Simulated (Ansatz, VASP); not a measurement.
## CuGeW (CuGeW in the AlB2 type): VASP beside Ansatz

One calculation is typed for both programs; each brings its own data sets. How far apart do they land? The cell is generated by rule, not measured, and may not be a known phase. The cell is taken from a series of runs on this material, whose earlier steps may have relaxed, scaled, displaced or heated it; both programs get it as it stands.

Calculated with Ansatz 0.2.0; plane waves, with VASP 6.6.1 beside it; relaxation of cell and atoms at PBEsol.

The structure was built from a prototype and need not be the compound's stable phase.

### 1. Starting point

The structure is hexagonal, space group P-6m2 (No. 187). The conventional cell has a = 4.198 Å, b = 4.198 Å, c = 2.696 Å, α = 90.00°, β = 90.00°, γ = 120.00°. W has 2 W at 2.70 Å and 6 Cu at 2.77 Å and 6 Ge at 2.77 Å nearest. Nearest to Ge lie 3 Cu at 2.42 Å and 2 Ge at 2.70 Å and 6 W at 2.77 Å. Nearest to Cu lie 3 Ge at 2.42 Å and 2 Cu at 2.70 Å and 6 W at 2.77 Å. Farther neighbours are not listed.

### 2. Ansatz: relaxation of cell and atoms, PBEsol, pair 1

Ansatz runs on its PAW soft_1 files.

The relaxed volume is the usual yardstick between codes: in a stiff, nearly cubic crystal its relative difference is about their pressure difference at one cell divided by the bulk modulus.

Input file input.yaml:

```yaml
crystal:
  lattice:
    - [4.1978179087, 0.0, 0.0]
    - [-2.0989089544, 3.6354169494, 0.0]
    - [0.0, 0.0, 2.6957380251]
  atoms:
    - { symbol: W, position: [0.0, 0.0, 0.0] }
    - { symbol: Ge, position: [0.3333333333, 0.6666666667, 0.5] }
    - { symbol: Cu, position: [0.6666666667, 0.3333333333, 0.5] }
kpoints:
  mp_grid: { grid: [9, 9, 12] }
hamiltonian:
  xc: pbesol
  pseudopotentials: { kind: paw, azcp: { folder: soft_1 }, xc_functional: pbe }
scf:
  occupations: { method: gaussian, width: 0.1 }
output:
  forces: true
  stress: true
  eigenvalues: true
relax:
  adjacent_minimum: "off"
  f_tol: 0.005
  max_steps: 80
  cell: { stress_tol: 0.05 }
```

On the command line:

```bash
$ ansatz run input.yaml --threads 4 --pin off --max-ram 12288MiB --backend cpu --events-out ev --progress --plain --runs-dir out
```

Numbers of over 12 decimals in the logs are rounded to 6 here.

Output:

```text
Engine: ansatz 0.2.0, aarch64-unknown-linux-gnu
Pseudopotentials: kind: paw
Pseudopotential: W, paw, valence charge 14, recommended cutoff 420 eV (normal), soft_1/W.paw.azcp
Pseudopotential: Ge, paw, valence charge 14, recommended cutoff 420 eV (normal), soft_1/Ge.paw.azcp
Pseudopotential: Cu, paw, valence charge 19, recommended cutoff 420 eV (normal), soft_1/Cu.paw.azcp
Functional definition: PBEsol
  exchange = pbesol_x
  correlation = pbesol_c
Crystal: 3 atoms, lattice volume = 41.139 Å³
Basis set: ecut = 420 eV, 795 PW (Γ), exchange–correlation on 60×60×40 points (8 copies of the dense FFT grid, shifted against one another)
Bands: 29, of which v1, the nominal top of the filled ones, is band 24 counted from 1 (23 counted from 0)
Symmetry: 12 space group operations
Space group: P-6m2 (ITA 187), of the structure as read, at distance tolerance 3.5e-5 Å
k-points: 84 of 972 (time reversal used)
Non-local potential: W, projectors of the file, l = 0: 3, l = 1: 2, l = 2: 2, l = 3: 1
Non-local potential: Ge, projectors of the file, l = 0: 2, l = 1: 2, l = 2: 3, l = 3: 1
Non-local potential: Cu, projectors of the file, l = 0: 3, l = 1: 2, l = 2: 3, l = 3: 1
PAW form: soft (Blöchl's): semilocal exchange-correlation on the pseudo side does not see the compensation charge
PAW frozen core: W, regenerated for the run's functional, and the local potential with it (the file was generated under x = pbe(κ = 0.804, μ = 0.219515), c = pbe(β = 0.066725))
PAW frozen core: Ge, regenerated for the run's functional, and the local potential with it (the file was generated under x = pbe(κ = 0.804, μ = 0.219515), c = pbe(β = 0.066725))
PAW frozen core: Cu, regenerated for the run's functional, and the local potential with it (the file was generated under x = pbe(κ = 0.804, μ = 0.219515), c = pbe(β = 0.066725))
PAW one-centre angular grid: W, 590 points (default); XC on 64 Gauss nodes
PAW one-centre angular grid: Ge, 590 points (default); XC on 64 Gauss nodes
PAW one-centre angular grid: Cu, 590 points (default); XC on 64 Gauss nodes
Initial density: superposition of atomic densities (chi_scale 0.1, normalization cell, long waves kept (reshape's long-wave potential 0.00 eV rms))
Initial wavefunctions: pseudopotential atomic-orbital guess
Functional: x = pbesol(κ = 0.804, μ = 0.123457), c = pbesol(β = 0.046)
SCF iter   1: F=—  HF=-21099.987656 eV  |F-HF|=—  |Δ(HF+E_count)|=         —  Δρ=1.49e-1  dr2=6.15e0  ethr=3.10e-3  ⟨swp⟩=4.0  Hψ=8319  notcnv=0
preconditioner: auto → none  [metal: Δε(μ)=0.022 eV  Ē_g=14.410 eV  σ=0.100 eV  W_gap=0.13  n_scr=8 (ndim 8)  ℏωp=32.2 eV  f_vac=0.000  D(μ)=1.83/eV (n_scr^D=8)  sad-step TF]
SCF iter   2: F=—  HF=-21099.330913 eV  |F-HF|=—  |Δ(HF+E_count)|=   6.57e-1  Δρ=6.30e-2  dr2=1.37e0  ethr=3.10e-3  ⟨swp⟩=2.0  Hψ=4139  notcnv=0  defer=83
SCF iter   3: F=—  HF=-21099.069888 eV  |F-HF|=—  |Δ(HF+E_count)|=   2.61e-1  Δρ=2.97e-2  dr2=2.20e-1  ethr=2.91e-3  ⟨swp⟩=2.3  Hψ=3600  notcnv=0  defer=83
SCF iter   4: F=—  HF=-21099.024063 eV  |F-HF|=—  |Δ(HF+E_count)|=   4.58e-2  Δρ=2.89e-3  dr2=3.34e-3  ethr=4.69e-4  ⟨swp⟩=2.0  Hψ=4075  notcnv=0  defer=87
SCF iter   5: F=—  HF=-21099.025339 eV  |F-HF|=—  |Δ(HF+E_count)|=   1.28e-3  Δρ=8.27e-4  dr2=1.02e-4  ethr=7.12e-6  ⟨swp⟩=2.0  Hψ=3623  notcnv=0  defer=87
SCF iter   6: F=—  HF=-21099.025593 eV  |F-HF|=—  |Δ(HF+E_count)|=   2.54e-4  Δρ=4.71e-4  dr2=6.51e-5  ethr=2.17e-7  ⟨swp⟩=2.0  Hψ=4325  notcnv=0  defer=87
SCF iter   7: F=—  HF=-21099.025507 eV  |F-HF|=—  |Δ(HF+E_count)|=   8.57e-5  Δρ=1.39e-4  dr2=6.37e-6  ethr=1.39e-7  ⟨swp⟩=2.0  Hψ=3989  notcnv=0  defer=87
SCF iter   8: F=—  HF=-21099.025502 eV  |F-HF|=—  |Δ(HF+E_count)|=   4.81e-6  Δρ=2.97e-5  dr2=3.45e-7  ethr=1.36e-8  ⟨swp⟩=2.0  Hψ=3593  notcnv=0  defer=87
SCF iter   9: F=-21099.025502 eV  HF=-21099.025502 eV  |F-HF|=6.77e-10  |Δ(HF+E_count)|=   9.36e-8  Δρ=1.90e-6  dr2=6.62e-10  ethr=2.13e-10  ⟨swp⟩=8.5  Hψ=9047  notcnv=0
SCF 1 converged in 9 iterations: F = -21099.025502 eV  dr2 = 6.62e-10
  greatest PAW one-centre occupation: 1.000 electrons in one spin orbital (limit 2), on the Cu atom at site 2 (counted from 0), in its partial waves of l = 0
relax step   1: F+E_penalty+E_count = -21099.02550236 eV  Δ(F+E_penalty+E_count) = +0.000e0 eV  max|allowed force component| = 6.168e-18 eV/Å  Δτ_max = 0.0000 Å  P = +0.222 GPa  Ω = 41.139 Å³  (9 SCF iters, dr2 threshold 1.00e-7 eV, accepted)
[...]
relax step   2: F+E_penalty+E_count = -21099.02550531 eV  Δ(F+E_penalty+E_count) = -2.945e-6 eV  max|allowed force component| = 4.009e-17 eV/Å  Δτ_max = 0.0000 Å  P = -0.062 GPa  Ω = 41.194 Å³  energy of the carried Pulay correction = -3.120e-5 eV  (6 SCF iters, dr2 threshold 1.89e-7 eV, accepted)
[...]
relax step   3: F+E_penalty+E_count = -21099.02551681 eV  Δ(F+E_penalty+E_count) = -1.150e-5 eV  max|allowed force component| = 4.472e-17 eV/Å  Δτ_max = 0.0000 Å  P = -0.004 GPa  Ω = 41.184 Å³  energy of the carried Pulay correction = -2.564e-5 eV  (6 SCF iters, dr2 threshold 4.70e-8 eV, accepted)
[...]
relax step   4: F+E_penalty+E_count = -21099.02554343 eV  Δ(F+E_penalty+E_count) = -2.662e-5 eV  max|allowed force component| = 2.621e-17 eV/Å  Δτ_max = 0.0000 Å  P = -0.004 GPa  Ω = 41.184 Å³  stress off target by 2.21e-2 GPa  SCF on the basis re-selected at this cell (its energy is not comparable with the rows above)  (8 SCF iters)
basis re-selected at this cell: Δ(F+E_penalty+E_count) = -2.662e-5 eV, ΔP = -0.000 GPa vs the last step (what re-selecting the basis moved, of the pressure what is left beyond the Pulay correction that the steps carried, after the strain that the cell walked since its last selection, with what the two solves' SCF thresholds leave and, on support functions, any second-order correction that the steps lacked; it is no m [...]
SCF converged after 8 iterations
Free energy (F): -21099.025543 eV
Harris-Foulkes:  -21099.025543 eV  (|F-HF|=3.64e-12)
Internal energy: -21099.017982 eV  (E = F + TS)
E sigma→0 (E₀):  -21099.021763 eV
Entropy (-TS):   -0.007562 eV (-2.521 meV/atom)
Fermi energy:    18.962158 eV
--- Per-component energies (eV) ---
  E_band       = -477.646485
  E_kinetic    = 781.536558
  E_local      = -7068.408331  (includes V_loc(G=0)·N_el)
  E_nonlocal   = 1087.358360
  E_hartree    = 3152.119351
  E_xc         = -407.608635
  E_vxc        = -388.040132  (∫ρ·V_xc dr)
  E_paw        = -12201.868286  (= ΣΔE_a)
  E_vpaw       = -1194.332817  (= ΣTr[D̂ρ^β])
  E_aug_tail   = 0.001175  (compensation charges beyond the density's cutoff)
  E_ewald      = -6443.494173
  E_core_change = 1.345998  (= ΣΔE_core)
  E_smearing   = -0.007562  (= −TS)
  E_closure    = 0.000000  (closes the sum)
  Σ components = -21099.025543   (vs F -21099.025543, Δ=0.00e0)
--- Forces (eV/Å), atoms counted from 1 ---
  atom   1  W      0.00000000     0.00000000     0.00000000
  atom   2  Ge     0.00000000     0.00000000     0.00000000
  atom   3  Cu     0.00000000     0.00000000     0.00000000
  max |Σ_I F_I| component: 1.71e-16 eV/Å
--- Stress (GPa, compression-positive) ---
        0.005159      -0.000000       0.000000
       -0.000000       0.005159       0.000000
        0.000000       0.000000      -0.022135
  P = ⅓ Tr σ = -0.0039 GPa (-0.039 kbar)
--- Band table (eV; the first three rows and the last of 84) ---
  k-point 0: bands = [... 20 lower, 15.6272, 15.6272, 18.7971, 21.2536, 21.2536, 21.4450, 21.4450, 25.1286, ... 1 higher]
  k-point 1: bands = [... 20 lower, 15.9020, 15.9020, 18.8697, 20.0826, 20.0826, 22.6587, 22.6587, 24.0669, ... 1 higher]
  k-point 2: bands = [... 20 lower, 16.2562, 16.3535, 18.9770, 18.9770, 19.0588, 21.9082, 23.8232, 23.8232, ... 1 higher]
  k-point 83: bands = [... 20 lower, 16.6254, 16.8483, 17.0486, 19.5552, 20.0453, 20.8303, 21.2234, 22.9220, ... 1 higher]
--- Relaxed structure (3 steps of the walk, 3 accepted, 1 SCFs on fresh bases) ---
  F+E_penalty+E_count = -21099.02554343 eV   max|allowed force component| = 2.621e-17 eV/Å   (the final SCF, on the basis selected at the relaxed cell)
  cell:  # Å, volume = 41.1840 Å³
    - [4.200187, 2.8883787052585306e-11, 0]
    - [-2.100093, 3.637469, 0]
    - [0, 0, 2.695633]
  atoms:
    - { symbol: W, position: [0, 0, 0] }
    - { symbol: Ge, position: [0.333333, 0.666667, 0.500000] }
    - { symbol: Cu, position: [0.666667, 0.333333, 0.500000] }
```

### 3. VASP: relaxation of cell and atoms, PBEsol, pair 1

The same cell, functional, mesh and smearing now go to VASP, with its own data sets.

Lines of VASP's logs that name or quote its potential files are left out, and so is its time.

Input file INCAR:

```
SYSTEM = CuGeW
PREC = Accurate
ENCUT = 600
EDIFF = 1E-07
NELM = 120
ISMEAR = 0
SIGMA = 0.1
LREAL = .FALSE.
ALGO = Normal
GGA = PS
NBANDS = 21
LASPH = .TRUE.
LORBIT = 11
LWAVE = .FALSE.
LCHARG = .FALSE.
ISIF = 3
IBRION = 2
NSW = 80
EDIFFG = -0.005
GGA_COMPAT = .FALSE.
NELMIN = 4
KPAR = 2
```

Input file POSCAR:

```
CuGeW
1.0
    4.1978180000      0.0000000000      0.0000000000
   -2.0989090000      3.6354170000      0.0000000000
    0.0000000000      0.0000000000      2.6957380000
W Ge Cu
1 1 1
Direct
    0.0000000000      0.0000000000      0.0000000000
    0.3333332875      0.6666665750      0.5000000000
    0.6666667125      0.3333334250      0.5000000000
```

Input file KPOINTS:

```
Automatic mesh
0
Gamma
9 9 12
0 0 0
```

The projector-augmented-wave data sets are W, Ge_d and Cu (PBE family, release 64).

On the command line:

```bash
$ mpirun -np 2 vasp_std
```

Output:

```text
[banner, memory and clock lines left out]
running    2 mpi-ranks, on    1 nodes
 distrk:  each k-point on    1 cores,    2 groups
 distr:  one band on    1 cores,    1 groups

 POSCAR found type information on POSCAR W GeCu
 POSCAR found :  3 types and       3 ions
|                                                                             |
|               ----> ADVICE to this user running VASP <----                  |
|                                                                             |
|     You enforced a specific xc type in the INCAR file but a different       |
|     [... a line on the potential file left out ...]
|     I HOPE YOU KNOW WHAT YOU ARE DOING!                                     |
|                                                                             |

 LDA part: xc-table for (Slater+PW92), standard interpolation
 POSCAR, INCAR and KPOINTS ok, starting setup
 FFT: planning ... GRIDC
 FFT: planning ... GRID_SOFT
 FFT: planning ... GRID
 WAVECAR not read
 entering main loop
       N       E                     dE             d eps       ncg     rms          rms(c)
DAV:   1     0.236147297986E+03    0.23615E+03   -0.15574E+04  3860   0.369E+03
DAV:   2     0.823853566667E+01   -0.22791E+03   -0.21719E+03  3533   0.624E+02
DAV:   3    -0.235498731613E+02   -0.31788E+02   -0.29939E+02  4074   0.172E+02
DAV:   4    -0.249407046880E+02   -0.13908E+01   -0.13591E+01  4310   0.393E+01
DAV:   5    -0.249796231455E+02   -0.38918E-01   -0.38872E-01  4460   0.682E+00    0.240E+01
DAV:   6    -0.267924170869E+02   -0.18128E+01   -0.53533E+01  4337   0.201E+02    0.173E+01
DAV:   7    -0.224047564308E+02    0.43877E+01   -0.12995E+01  4139   0.939E+01    0.574E+00
DAV:   8    -0.223875785605E+02    0.17178E-01   -0.25522E+00  5620   0.394E+01    0.349E+00
DAV:   9    -0.222810043519E+02    0.10657E+00   -0.88173E-01  4773   0.259E+01    0.120E+00
DAV:  10    -0.222812443395E+02   -0.23999E-03   -0.12493E-01  4480   0.109E+01    0.607E-01
DAV:  11    -0.222754282729E+02    0.58161E-02   -0.37272E-02  4763   0.591E+00    0.162E-01
DAV:  12    -0.222754777757E+02   -0.49503E-04   -0.32600E-03  5308   0.904E-01    0.554E-02
DAV:  13    -0.222754258726E+02    0.51903E-04   -0.20722E-04  5736   0.391E-01    0.146E-02
DAV:  14    -0.222754289210E+02   -0.30484E-05   -0.29222E-05  5049   0.577E-02    0.808E-03
DAV:  15    -0.222754281618E+02    0.75922E-06   -0.20832E-06  5078   0.408E-02    0.333E-03
DAV:  16    -0.222754278888E+02    0.27297E-06   -0.81119E-07  4319   0.225E-02    0.384E-04
DAV:  17    -0.222754279085E+02   -0.19694E-07   -0.12024E-07  2496   0.386E-03
   1 F= -.22275428E+02 E0= -.22271596E+02  d E =-.222754E+02
[...]
2 F= -.22275420E+02 E0= -.22271637E+02  d E =0.741284E-05
[...]
3 F= -.22275617E+02 E0= -.22271809E+02  d E =-.189108E-03
[...]
4 F= -.22275663E+02 E0= -.22271860E+02  d E =-.456577E-04
 trial-energy change:   -0.000046  1 .order   -0.000046   -0.000143    0.000051
 step:   0.6604(harm=  0.6645)  dis= 0.00000  next Energy=   -22.275669 (dE=-0.524E-04)
 bond charge predicted
       N       E                     dE             d eps       ncg     rms          rms(c)
DAV:   1    -0.222757274885E+02   -0.64758E-04   -0.13732E-03  5004   0.524E-01    0.532E-02
DAV:   2    -0.222756962669E+02    0.31222E-04   -0.20964E-04  4530   0.424E-01    0.346E-02
DAV:   3    -0.222756777990E+02    0.18468E-04   -0.93098E-05  4578   0.307E-01    0.221E-02
DAV:   4    -0.222756685739E+02    0.92250E-05   -0.21747E-05  5140   0.955E-02    0.439E-03
DAV:   5    -0.222756684700E+02    0.10398E-06   -0.18713E-06  5412   0.241E-02    0.191E-03
DAV:   6    -0.222756684760E+02   -0.60518E-08   -0.10985E-07  1938   0.597E-03
   5 F= -.22275668E+02 E0= -.22271864E+02  d E =-.514596E-04
 curvature:  -0.41 expect dE=-0.639E-07 dE for cont linesearch -0.206E-08
 trial: gam=-0.01803 g(F)=  0.399E-41 g(S)=  0.155E-06 ort = 0.994E-06 (trialstep = 0.851E+00)
 search vector abs. value=  0.183E-06
 reached required accuracy - stopping structural energy minimisation
```

From OUTCAR (step 3):

```text
ion  position               nearest neighbor table
   1  0.000  0.000  0.000-   2 2.77   2 2.77   3 2.77   3 2.77   2 2.77   3 2.77   2 2.77   3 2.77
                             3 2.77   3 2.77   2 2.77   2 2.77
   2  0.333  0.667  0.500-   3 2.42   3 2.42   3 2.42   1 2.77   1 2.77   1 2.77   1 2.77   1 2.77
                             1 2.77
   3  0.667  0.333  0.500-   2 2.42   2 2.42   2 2.42   1 2.77   1 2.77   1 2.77   1 2.77   1 2.77
                             1 2.77

  LATTYP: Found a hexagonal cell.
 ALAT       =     4.1978180000
 C/A-ratio  =     0.6421760067

 Subroutine GETGRP returns: Found 12 space group operations
 (whereof 12 operations were pure point group operations)

The static configuration has the point symmetry D_3h.

 Found     84 irreducible k-points:

   k-points           NKPTS =     84   k-points in BZ     NKDIM =     84   number of bands    NBANDS=     21

   dimension x,y,z NGX =    36 NGY =   36 NGZ =   24
   dimension x,y,z NGXF=    72 NGYF=   72 NGZF=   48

   ENCUT  =  600.0 eV  44.10 Ry    6.64 a.u.   8.38  8.38  5.38*2*pi/ulx,y,z

   NELECT =      31.0000    total number of electrons

 k-points in reciprocal lattice and weights: Automatic mesh
   0.00000000  0.00000000  0.00000000       0.001
   0.11111111  0.00000000  0.00000000       0.006
   0.22222222  0.00000000  0.00000000       0.006
   0.33333333  0.00000000  0.00000000       0.006
   0.44444444  0.00000000  0.00000000       0.006
   0.11111111  0.11111111  0.00000000       0.006
   0.22222222  0.11111111  0.00000000       0.012
   0.33333333  0.11111111  0.00000000       0.012
   0.44444444  0.11111111  0.00000000       0.006
[...]
0.33333333  0.22222222  0.50000000       0.012
   0.33333333  0.33333333  0.50000000       0.002

 average (electrostatic) potential at core
       1 -36.4790       2 -70.4614       3 -63.0134

 E-fermi :   8.8842

 k-point     1 :       0.0000    0.0000    0.0000
  band No.  band energies     occupation
    ...
     11       5.5371      2.00000
     12       5.5371      2.00000
     13       5.5390      2.00000
     14       5.5390      2.00000
     15       8.7452      1.95063
     16      11.1927      0.00000
     17      11.1927      0.00000
     18      11.3804      0.00000
     19      11.3804      0.00000
     20      15.0671      0.00000
    ...

 k-point     2 :       0.1111    0.0000    0.0000
  band No.  band energies     occupation
    ...
     10       5.3071      2.00000
     11       5.4808      2.00000
     12       5.5341      2.00000
     13       5.5387      2.00000
     14       5.5440      2.00000
     15       9.2658      0.00000
     16      10.5799      0.00000
     17      10.9163      0.00000
     18      11.0645      0.00000
     19      11.1960      0.00000
    ...

 k-point     3 :       0.2222    0.0000    0.0000
  band No.  band energies     occupation
    ...
     10       5.1120      2.00000
     11       5.5217      2.00000
     12       5.5356      2.00000
     13       5.5738      2.00000
     14       5.6538      2.00000
     15       9.2060      0.00001
     16       9.9628      0.00000
     17      10.6745      0.00000
     18      10.8028      0.00000
     19      11.2043      0.00000
    ...

  Total        0.0015587      0.0015587      0.0021809      0.0000000      0.0000000      0.0000000
  in kB        0.0607928      0.0607928      0.0850588      0.0000000      0.0000000      0.0000000
  external PRESSURE =       0.0688815 kB  Pullay stress =       0.0000000 kB

  energy-cutoff  :      600.00
  volume of cell :       41.08
      direct lattice vectors                 reciprocal lattice vectors
     4.199769956  0.000000000  0.000000000     0.238108280  0.137471881  0.000000000
    -2.099884978  3.637107444 -0.000000000     0.000000000  0.274943761  0.000000000
     0.000000000 -0.000000000  2.689293123     0.000000000  0.000000000  0.371844925

 POSITION                                       TOTAL-FORCE (eV/Angst)
 -----------------------------------------------------------------------------------
      0.00000     -0.00000      2.68929         0.000000      0.000000     -0.000000
     -0.00000      2.42474      1.34465        -0.000000      0.000000     -0.000000
      2.09988      1.21237      1.34465         0.000000     -0.000000      0.000000
 -----------------------------------------------------------------------------------
    total drift:                               -0.000001      0.000099      0.000000

  FREE ENERGIE OF THE ION-ELECTRON SYSTEM (eV)
  ---------------------------------------------------
  free  energy   TOTEN  =       -22.2756684760 eV

  energy  without entropy=      -22.2680600359  energy(sigma->0) =      -22.27186426

 reached required accuracy - stopping structural energy minimisation

 total charge
# of ion       s       p       d       tot
------------------------------------------
    1        0.562   0.545   4.276   5.382
    2        1.076   1.299  10.132  12.506
    3        0.454   0.521   9.164  10.139
--------------------------------------------------
tot          2.092   2.364  23.572  28.028

[... 3 further parts left out ...]
```

CONTCAR:

```
CuGeW
   1.00000000000000
     4.1997699562809796    0.0000000000000000    0.0000000000000000
    -2.0998849781404898    3.6371074436867263   -0.0000000000000000
     0.0000000000000000   -0.0000000000000000    2.6892931228232384
  W               Ge              Cu
     1     1     1
Direct
     0.0000000000000000    0.0000000000000000    1.0000000000000000
     0.3333332874999968    0.6666665750000007    0.5000000000000000
     0.6666667125000032    0.3333334249999993    0.5000000000000000
```

The data set W keeps the semicore shell frozen, which is cheaper and a little less accurate.

### 4. Differences

Known differences besides the potentials themselves: the data sets hold 47 valence electrons in Ansatz (on its PAW soft_1 files) and 31 in VASP; the cutoff is 420 eV in Ansatz and 600 eV in VASP; Ansatz makes its cores anew for this functional, VASP keeps those of its PBE data sets; Ansatz adds a Pulay correction to the stress that steers its cell, VASP none. Total energies have different zeros and are not compared.

The two programs side by side:

```
                                         quantity  Ansatz   VASP  difference
                                      volume (Å³)   41.18  41.08     +0.26 %
edge a after relaxation, in the typed setting (Å)   4.200  4.200     +0.01 %
edge c after relaxation, in the typed setting (Å)   2.696  2.689     +0.23 %
```

(Part 1 of 2 ends here.)

[Lines on the potential files, build, host, timing and source positions are cut from VASP's logs without a mark.]

[Logs are printed without paths, hosts, clocks, repeated set-up lines and the standing remarks that a program may print on its own settings, such as how far it seeks lower states.]

[Hosts, paths, dates, database ids (printed as entryN), source tags and the programs' standing remarks are cut or masked in the printed files.]
